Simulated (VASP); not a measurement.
An input for Ansatz (written as the equivalent of a VASP run, and not itself run):

Ansatz 0.2 input:
```yaml
crystal:
  lattice:
    - [2.9266798, 0.0000000, 0.0000000]
    - [-1.4633399, 2.5345796, 0.0000000]
    - [0.0000000, 0.0000000, 4.9843839]
  atoms:
    - { symbol: Ga, position: [0.0000000, 0.0000000, 0.0000000] }
    - { symbol: Ga, position: [0.0000000, 0.0000000, 0.5000000] }
    - { symbol: N, position: [0.3333330, 0.6666670, 0.2500000] }
    - { symbol: N, position: [0.6666670, 0.3333330, 0.7500000] }
kpoints:
  mp_grid: { grid: [9, 9, 5] }
hamiltonian:
  xc: pbesol
  pseudopotentials: { kind: paw }
scf:
  occupations: { method: gaussian, width: 0.05 }
  max_iter: 100
relax:
  max_steps: 40
  f_tol: 0.02
  cell: { p_target: 10 }
output: { forces: true, stress: true, eigenvalues: true }
```

Q: Write the VASP files for the same calculation (PBEsol).

A: One answer among several that fit: 
### INCAR
```
LASPH = .TRUE.
PREC = Accurate
PSTRESS = 100   # kbar
LWAVE = .FALSE.
EDIFF = 1E-6   # SCF stop (eV)
SYSTEM = GaN
SIGMA = 0.05   # width (eV)
ISIF = 3
LCHARG = .FALSE.
ENCUT = 620   # plane-wave cut-off (eV)
LREAL = .FALSE.
ISMEAR = 0
LMAXMIX = 4
NSW = 40
ALGO = Normal
IBRION = 2
GGA = PS
NELM = 100
EDIFFG = -0.02   # ionic stop
```

POSCAR:
```
GaN
1
    2.9266798390     0.0000000000     0.0000000000
   -1.4633399195     2.5345796245    -0.0000000000
    0.0000000000     0.0000000000     4.9843838500
Ga N
2 2
Direct
  0.0000000000   0.0000000000   0.0000000000
  0.0000000000   0.0000000000   0.5000000000
  0.3333330000   0.6666670000   0.2500000000
  0.6666670000   0.3333330000   0.7500000000
```

File KPOINTS:
```
Automatic mesh
0
Gamma
9 9 5
```

POTCAR, in this order: Ga_d N (PBE.64 set). Program: vasp_std.

The two are equivalent in intent, not identical: each code has its own PAW files, so the cut-off isn't converted (ENCUT is set for VASP's; basis.ecutwfc is left out, and Ansatz then takes the one that its files recommend); Ansatz stops its SCF on the density residual and VASP on the energy change (EDIFF).

The structure was generated: GaN was put into the NiAs type type (P6_3/mmc), which need not be its known phase. It was relaxed first under an external pressure of 10 GPa.
